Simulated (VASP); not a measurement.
Consider the following.

```xyz
2
Lattice="3.8534 0.0000 0.0000 0.0000 3.8534 0.0000 0.0000 0.0000 3.8534" Properties=species:S:1:pos:R:3 pbc="T T T"
Cs     0.0000     0.0000     0.0000
Br     1.9267     1.9267     1.9267
```

The numbers are results of PBEsol GGA, VASP's PBE PAW potentials (set 64) (plane waves; VASP 6.6.1), not measurements. Run with 500 eV cut-off, 7×7×7 Γ-centred mesh, Gaussian smearing of 0.050 eV, potentials Cs_sv Br.

Energy and stress use the plane-wave basis of the starting cell.

### Question
The ions, cell shape and volume at an external pressure of 20.0 GPa are relaxed. Which structure does the run end with?

### Answer

```xyz
2
Lattice="3.6928 0.0000 0.0000 0.0000 3.6928 0.0000 0.0000 0.0000 3.6928" Properties=species:S:1:pos:R:3 pbc="T T T"
Cs     0.0000     0.0000     0.0000
Br     1.8464     1.8464     1.8464
```
Space group Pm-3m (221), at a tolerance of 0.03 Å.

### Question
How do energy and volume change from the first to the last step?

### Answer
The energy (σ→0) changes by +309.8 meV/atom and the volume by -12.0 %, in 4 ionic steps.

| step | E(σ→0) (eV) | max force (eV/Å) | pressure (GPa) | volume (Å³) |
|---|---|---|---|---|
| 1 | -5.8973 | 0.000 | 9.99 | 57.22 |
| 2 | -4.1003 | 0.000 | 38.37 | 43.66 |
| 3 | -5.2991 | 0.000 | 19.61 | 50.53 |
| 4 | -5.2778 | 0.000 | 19.98 | 50.36 |

The compound is CsBr in the CsCl type structure. This run relaxes it under an external pressure of 20 GPa. Symmetry was kept, so distortions that lower it aren't found.
